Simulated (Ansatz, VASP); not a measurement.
## TiGe2N4 (TiGe2N4 bilayer, AB) in two plane-wave programs

Wanted: the spread between two codes on one cell, functional and k mesh. The structure shown is the start of the Ansatz relaxation below; VASP solves that cell, so the two are compared at the walk's first step.

Calculated with Ansatz 0.2.0; plane waves, with VASP 6.6.1 beside it; single point at LDA.

**1. Starting point**

The cell holds 14 atoms: 8 N, 4 Ge and 2 Ti. Its edges and angles: a = 3.020 Å, b = 3.020 Å, c = 66.605 Å, α = 90.0°, β = 90.0°, γ = 120.0°. Vacuum lies along c.

Structure file:

```xyz
14
Lattice="3.0200 0.0000 0.0000 -1.5100 2.6154 0.0000 0.0000 0.0000 66.6048" Properties=species:S:1:pos:R:3
N     0.0000    0.0000   24.4000
N     0.0000    1.7436   26.8278
N     0.0000    1.7436   29.2746
N     0.0000    0.0000   31.7024
N     0.0000    1.7436   34.9024
N     1.5100    0.8718   37.3301
N     1.5100    0.8718   39.7770
N     0.0000    1.7436   42.2048
Ge    0.0000    1.7436   24.9878
Ge    0.0000    1.7436   31.1146
Ge    1.5100    0.8718   35.4901
Ge    1.5100    0.8718   41.6170
Ti    0.0000    0.0000   28.0512
Ti    0.0000    1.7436   38.5536
```

**2. Ansatz: relaxation, LDA**

Ansatz runs on its default PAW (the set named soft_2) files.

The two programs are compared at the cell with which this relaxation starts, whose forces are those of its first step.

The input, input.yaml:

```yaml
crystal:
  lattice:
    - [3.02, 0.0, 0.0]
    - [-1.51, 2.6153967194, 0.0]
    - [0.0, 0.0, 66.6047531277]
  atoms:
    - { symbol: "N", position: [0.0, 0.0, 0.3663402213] }
    - { symbol: Ge, position: [0.3333333333, 0.6666666667, 0.3751648786] }
    - { symbol: "N", position: [0.3333333333, 0.6666666667, 0.4027905347] }
    - { symbol: Ti, position: [0.0, 0.0, 0.4211589559] }
    - { symbol: "N", position: [0.3333333333, 0.6666666667, 0.439527377] }
    - { symbol: Ge, position: [0.3333333333, 0.6666666667, 0.4671530331] }
    - { symbol: "N", position: [0.0, 0.0, 0.4759776904] }
    - { symbol: "N", position: [0.3333333333, 0.6666666667, 0.5240223096] }
    - { symbol: Ge, position: [0.6666666667, 0.3333333333, 0.5328469669] }
    - { symbol: "N", position: [0.6666666667, 0.3333333333, 0.560472623] }
    - { symbol: Ti, position: [0.3333333333, 0.6666666667, 0.5788410441] }
    - { symbol: "N", position: [0.6666666667, 0.3333333333, 0.5972094653] }
    - { symbol: Ge, position: [0.6666666667, 0.3333333333, 0.6248351214] }
    - { symbol: "N", position: [0.3333333333, 0.6666666667, 0.6336597787] }
  periodic: [true, true, false]
kpoints:
  mp_grid: { grid: [12, 12, 1] }
hamiltonian:
  xc: lda
scf:
  occupations: { method: fermi_dirac, width: 0.05 }
  convergence: { dr2_threshold: 1.0e-09 }
relax:
  f_tol: 0.004
  max_steps: 90
  cell: {}
output:
  write_potential: true
  write_density: true
  volumetric_format: npy
```

Started as:

```
> ansatz run input.yaml --threads 4 --pin off --max-ram 12288MiB --backend cpu --events-out ev --progress --plain --runs-dir out
```

Numbers of over 12 decimals in the logs are rounded to 6 here.

Output:

```text
Warning: relax.cell: scf.convergence.dr2_threshold = 1e-9 eV is looser than the 1.81088115334e-10 eV advised for a relaxation that steers and ends on the stress (1e-10 eV for each atom of the cell: 14, times the square of relax.cell.stress_2d_tol = 0.05 N/m over 27.8 Å (the atoms' height at the walk's start and 5 Å past either face), 1.798e-2 GPa, over a crystal's default 0.05). What an SCF threshold leaves in a stress goes as its square root, and in the free energy as the threshold itself, and one threshold admits the most on a small cell: [figures from the program's tests cut] Set scf.convergence.dr2_threshold to 1.81088115334e-10 eV or tighter. [rest of the remark cut]
Engine: ansatz 0.2.0, x86_64-unknown-linux-gnu
Pseudopotentials: kind: paw
Pseudopotential: N, paw, valence charge 5, recommended cutoff 420 eV (normal), N.paw.azcp
Pseudopotential: Ge, paw, valence charge 14, recommended cutoff 420 eV (normal), Ge.paw.azcp
Pseudopotential: Ti, paw, valence charge 12, recommended cutoff 420 eV (normal), Ti.paw.azcp
Functional definition: SPW92
  exchange = slater_x
  correlation = pw_c
Crystal: 14 atoms, lattice volume = 526.078 Å³
Basis set: ecut = 420 eV, 10075 PW (Γ)
Bands: 74, of which v1, the nominal top of the filled ones, is band 60 counted from 1 (59 counted from 0)
Symmetry: 6 space group operations
Space group: P3m1 (ITA 156), of the structure as read, at distance tolerance 8.1e-5 Å
k-points: 19 of 144 (time reversal used)
Non-local potential: N, projectors of the file, l = 0: 2, l = 1: 2, l = 2: 1
Non-local potential: Ge, projectors of the file, l = 0: 2, l = 1: 2, l = 2: 3, l = 3: 1
Non-local potential: Ti, projectors of the file, l = 0: 3, l = 1: 2, l = 2: 3, l = 3: 1
PAW form: soft (Blöchl's): semilocal exchange-correlation on the pseudo side does not see the compensation charge
PAW frozen core: N, regenerated for the run's functional, and the local potential with it (the file was generated under x = pbe(κ = 0.804, μ = 0.219515), c = pbe(β = 0.066725))
PAW frozen core: Ge, regenerated for the run's functional, and the local potential with it (the file was generated under x = pbe(κ = 0.804, μ = 0.219515), c = pbe(β = 0.066725))
PAW frozen core: Ti, regenerated for the run's functional, and the local potential with it (the file was generated under x = pbe(κ = 0.804, μ = 0.219515), c = pbe(β = 0.066725))
PAW one-centre angular grid: N, 110 points (default); XC on 64 Gauss nodes
PAW one-centre angular grid: Ge, 590 points (default); XC on 64 Gauss nodes
PAW one-centre angular grid: Ti, 590 points (default); XC on 64 Gauss nodes
Initial density: superposition of atomic densities (neutral atoms: chi_scale 0, normalization atom), corrected by the library's trained network
Initial wavefunctions: pseudopotential atomic-orbital guess
Functional: x = slater, c = lda
SCF iter   1: F=—  HF=-24761.183892 eV  |F-HF|=—  |Δ(HF+E_count)|=         —  Δρ=6.50e-3  dr2=2.56e-1  ethr=1.77e-3  ⟨swp⟩=9.6  Hψ=7546  notcnv=0  defer=65
preconditioner: auto → Resta (q_TF=auto, 2.133 Å⁻¹)  ε∞=1.9  [insulator: Δε(μ)=1.068 eV  Ē_g=17.149 eV  σ=0.050 eV  W_gap=1.00  n_scr=44 (ndim 8)  ℏωp=16.5 eV  f_vac=0.687  D(μ)=0.00/eV (n_scr^D=0)  ε∞_Penn≈1.9  vacuum switching on, ρ_ref=2.1e-2 e/Å³]
SCF iter   2: F=—  HF=-24761.131970 eV  |F-HF|=—  |Δ(HF+E_count)|=   5.19e-2  Δρ=4.10e-3  dr2=2.04e-1  ethr=2.14e-4  ⟨swp⟩=3.3  Hψ=2941  notcnv=0  defer=102
SCF iter   3: F=—  HF=-24761.124904 eV  |F-HF|=—  |Δ(HF+E_count)|=   7.07e-3  Δρ=2.74e-3  dr2=1.67e-1  ethr=1.70e-4  ⟨swp⟩=3.6  Hψ=2038  notcnv=0  defer=102
SCF iter   4: F=—  HF=-24761.112087 eV  |F-HF|=—  |Δ(HF+E_count)|=   1.28e-2  Δρ=1.50e-3  dr2=1.74e-2  ethr=1.40e-4  ⟨swp⟩=2.8  Hψ=1799  notcnv=0  defer=102
SCF iter   5: F=—  HF=-24761.110812 eV  |F-HF|=—  |Δ(HF+E_count)|=   1.27e-3  Δρ=6.76e-4  dr2=5.40e-3  ethr=1.45e-5  ⟨swp⟩=2.4  Hψ=2277  notcnv=0  defer=100
SCF iter   6: F=—  HF=-24761.110467 eV  |F-HF|=—  |Δ(HF+E_count)|=   3.45e-4  Δρ=1.82e-4  dr2=9.55e-5  ethr=4.50e-6  ⟨swp⟩=2.7  Hψ=1945  notcnv=0  defer=100
SCF iter   7: F=—  HF=-24761.110460 eV  |F-HF|=—  |Δ(HF+E_count)|=   7.42e-6  Δρ=9.00e-5  dr2=3.98e-5  ethr=7.96e-8  ⟨swp⟩=3.3  Hψ=3048  notcnv=0  defer=100
SCF iter   8: F=—  HF=-24761.110473 eV  |F-HF|=—  |Δ(HF+E_count)|=   1.28e-5  Δρ=5.08e-5  dr2=6.50e-5  ethr=3.32e-8  ⟨swp⟩=2.9  Hψ=2584  notcnv=0  defer=100
[...]
WARN: The output density's exchange-correlation potential varies sharply where the density is thin. Do not read a vacuum level from v_tot or v_xc, or from such a field of the output density. On a cell that repeats whose density bears no net charge and no dipole along the vacuum's axis use v_es (v_loc + v_h of the components); under efield.dipole_correction with no amplitude use v_es + v_field, which holds any externa [...]
SCF converged after 6 iterations
Free energy (F): -24761.538693 eV
Harris-Foulkes:  -24761.538693 eV  (|F-HF|=1.90e-9)
Internal energy: -24761.538664 eV  (E = F + TS)
E sigma→0 (E₀):  -24761.538678 eV
Entropy (-TS):   -0.000029 eV (-0.002 meV/atom)
Fermi energy:    -6.447838 eV
--- Per-component energies (eV) ---
  E_band       = -2823.036426
  E_kinetic    = 2046.048923
  E_local      = -1708323.404510  (includes V_loc(G=0)·N_el)
  E_nonlocal   = 2102.000738
  E_hartree    = 852132.408100
  E_xc         = -972.261385
  E_vxc        = -1115.730158  (∫ρ·V_xc dr)
  E_paw        = -10722.780931  (= ΣΔE_a)
  E_vpaw       = -1796.759446  (= ΣTr[D̂ρ^β])
  E_aug_tail   = 0.001792  (compensation charges beyond the density's cutoff)
  E_ewald      = 838967.523051
  E_core_change = 8.925558  (= ΣΔE_core)
  E_smearing   = -0.000029  (= −TS)
  E_closure    = -0.000000  (closes the sum)
  Σ components = -24761.538693   (vs F -24761.538693, Δ=0.00e0)
--- Forces (eV/Å), atoms counted from 1 ---
  atom   1  N      0.00000000    -0.00000000     0.00101415
  atom   2  Ge    -0.00000000     0.00000000    -0.00129046
  atom   3  N      0.00000000    -0.00000000     0.00129159
  atom   4  Ti     0.00000000    -0.00000000    -0.00006901
  atom   5  N      0.00000000    -0.00000000    -0.00130861
  atom   6  Ge     0.00000000     0.00000000     0.00147667
  atom   7  N     -0.00000000    -0.00000000    -0.00129015
  atom   8  N      0.00000000    -0.00000000     0.00120826
  atom   9  Ge    -0.00000000     0.00000000    -0.00136261
  atom  10  N      0.00000000    -0.00000000     0.00128311
  atom  11  Ti     0.00000000    -0.00000000     0.00005425
  atom  12  N      0.00000000    -0.00000000    -0.00128760
  atom  13  Ge     0.00000000     0.00000000     0.00129113
  atom  14  N      0.00000000    -0.00000000    -0.00100979
  max |Σ_I F_I| component: 9.22e-7 eV/Å
--- 2D stress c σ (N/m, compression-positive) ---
       -0.032083      -0.000000      -0.000000
       -0.000000      -0.032083       0.000000
       -0.000000       0.000000      -0.000000
  P = ½ c Tr σ = -0.0321 N/m
--- Band table (eV; the first three rows and the last of 19) ---
  k-point 0: bands = [... 56 lower, -7.6178, -7.6178, -7.5125, -6.9575, -5.2438, -5.0285, -3.5202, -3.4386, ... 10 higher]
  k-point 1: bands = [... 56 lower, -7.7957, -7.7296, -7.2691, -6.8802, -5.0863, -4.9144, -3.5521, -3.4522, ... 10 higher]
  k-point 2: bands = [... 56 lower, -8.0909, -8.0116, -7.2522, -6.9642, -5.2440, -5.0929, -3.5193, -3.4044, ... 10 higher]
  k-point 18: bands = [... 56 lower, -8.0580, -7.9187, -7.4694, -7.3220, -5.5267, -5.3753, -4.4030, -4.2514, ... 10 higher]
  the weakly bound empty levels are not read free of the cell's end (no_gap_told)
--- Relaxed structure (8 steps of the walk, 8 accepted, 2 SCFs on fresh bases) ---
  F+E_penalty+E_count = -24761.53869281 eV   max|allowed force component| = 1.477e-3 eV/Å   (the final SCF, on the basis selected at the relaxed cell)
  cell:  # Å, volume = 520.5542 Å³
    - [3.004105, 0.0, 0]
    - [-1.502052, 2.601631, 0]
    - [0, 0, 66.6047531277]
  atoms:
    - { symbol: N, position: [5.648272107169708e-17, -7.552537548908086e-19, 0.371359] }
    - { symbol: Ge, position: [0.333333, 0.666667, 0.380305] }
    - { symbol: N, position: [0.333333, 0.666667, 0.408152] }
    - { symbol: Ti, position: [5.3677183348431064e-17, -7.5525375489084785e-19, 0.425185] }
    - { symbol: N, position: [0.333333, 0.666667, 0.442216] }
    - { symbol: Ge, position: [0.333333, 0.666667, 0.470058] }
    - { symbol: N, position: [5.0744731145704655e-17, -7.552537548908388e-19, 0.478967] }
    - { symbol: N, position: [0.333333, 0.666667, 0.521003] }
    - { symbol: Ge, position: [0.666667, 0.333333, 0.529944] }
    - { symbol: N, position: [0.666667, 0.333333, 0.557788] }
    - { symbol: Ti, position: [0.333333, 0.666667, 0.574823] }
    - { symbol: N, position: [0.666667, 0.333333, 0.591853] }
    - { symbol: Ge, position: [0.666667, 0.333333, 0.619701] }
    - { symbol: N, position: [0.333333, 0.666667, 0.628647] }
```

(Part 1 of 2 ends here.)

[Lines on the potential files, build, host, timing and source positions are cut from VASP's logs without a mark.]

[Logs are printed without paths, hosts, clocks, repeated set-up lines and the standing remarks that a program may print on its own settings, such as how far it seeks lower states.]

[Hosts, paths, dates, database ids (printed as entryN), source tags and the programs' standing remarks are cut or masked in the printed files.]
